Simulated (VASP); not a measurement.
# HfGe$_{2}$ (relaxed from the C49 structure, space group Cmcm): computed properties

Computed with LDA (Ceperley-Alder, Perdew-Zunger), VASP's LDA PAW potentials (set 64) (plane waves; VASP).

| Item | Result |
|---|---|
| space group | Cmcm (63) |
| cell | a = 3.7370 Å, b = 14.6348 Å, c = 3.7167 Å, α = 90.00°, β = 90.00°, γ = 90.00° |
| volume per atom | 16.94 Å^3/atom |
| band gap (over mesh and band path) | none (metal, semimetal or under 0.01 eV) |
| density | 10.58 g/cm³ |

Space group Cmcm (No. 63); a = 3.7370 Å, b = 14.6348 Å, c = 3.7167 Å, α = 90.00°, β = 90.00°, γ = 90.00°

```tsv
atom	site	symmetry	x	y	z
Ge	4c	m2m	0.0000	0.0609	0.7500
Ge	4c	m2m	0.0000	0.2499	0.2500
Hf	4c	m2m	0.0000	0.6046	0.2500
```
(The calculation used a cell of 6 atoms; values per cell refer to that cell.)

Unless said otherwise, spin-orbit coupling is left out, though it shifts the bands of the heavy elements here.

The structure was generated: HfGe2 was put into the C49 type (Cmcm), which need not be its known phase. It was relaxed first, which changed the volume by -6 %. Symmetry was kept, so distortions that lower it aren't found.
